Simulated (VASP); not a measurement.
```yaml
crystal:
  lattice:
    - [0.00000, 3.76875, 3.76875]
    - [3.76875, 0.00000, 3.76875]
    - [3.76875, 3.76875, 0.00000]
  atoms:
    - { symbol: K, position: [0.00000, 0.00000, 0.00000] }
    - { symbol: I, position: [0.50000, 0.50000, 0.50000] }
```

These are revPBE GGA, VASP's PBE PAW potentials (set 64) (plane waves; VASP 6.6.1) values and carry that method's errors. Settings: 520 eV cut-off, 6×6×6 Γ-centred mesh, Gaussian smearing of 0.050 eV, potentials K_sv I.

Q: The job: KI (rock salt), 2 atoms, revPBE, static run, 520 eV, 6×6×6 Γ-centred mesh. Roughly how much core time does it take on a busy server core?

A: About 20 core-seconds (one run on a shared machine, a rough figure). It had 16 irreducible k-points, 12 bands, up to 2899 plane waves and 14 electronic steps.

The compound is KI in the rock salt structure. This cell is one point of a volume scan, at 1.06 of the reference volume.
